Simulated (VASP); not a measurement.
Au₂Ir₂ (ordered alloy cell): computed properties

These are PBEsol GGA, VASP's PBE PAW potentials (set 64) (plane waves; VASP) values and carry that method's errors.

```yaml
space_group: R-3m (166)
cell: a = 2.7774 Å, b = 2.7774 Å, c = 27.8466 Å, α = 90.00°, β = 90.00°, γ = 120.00°
volume_per_atom: 15.50 Å³/atom
band gap (over mesh and band path): none (metal, semimetal or under 0.01 eV)
density: 20.84 g/cm³
```

```cif
data_Au6Ir6
_chemical_formula_sum 'Ir6 Au6'
_space_group_name_H-M_alt 'R-3m :H'
_space_group_IT_number 166
_space_group_name_Hall '-R 3 2"'
_cell_length_a 2.77735
_cell_length_b 2.77735
_cell_length_c 27.84663
_cell_angle_alpha 90.000
_cell_angle_beta 90.000
_cell_angle_gamma 120.000
loop_
_atom_site_label
_atom_site_type_symbol
_atom_site_symmetry_multiplicity
_atom_site_Wyckoff_symbol
_atom_site_fract_x
_atom_site_fract_y
_atom_site_fract_z
_atom_site_occupancy
Ir1 Ir 6 c 0.00000 0.00000 0.12920 1
Au1 Au 6 c 0.00000 0.00000 0.37767 1
```
(The calculation used a cell of 4 atoms; values per cell refer to that cell.)

Unless said otherwise, spin-orbit coupling is left out, though it shifts the bands of the heavy elements here.

The structure was generated: Au2Ir2 was put into an ordered model structure (R-3m), which need not be its known phase. It was relaxed first. Symmetry was kept, so distortions that lower it aren't found.
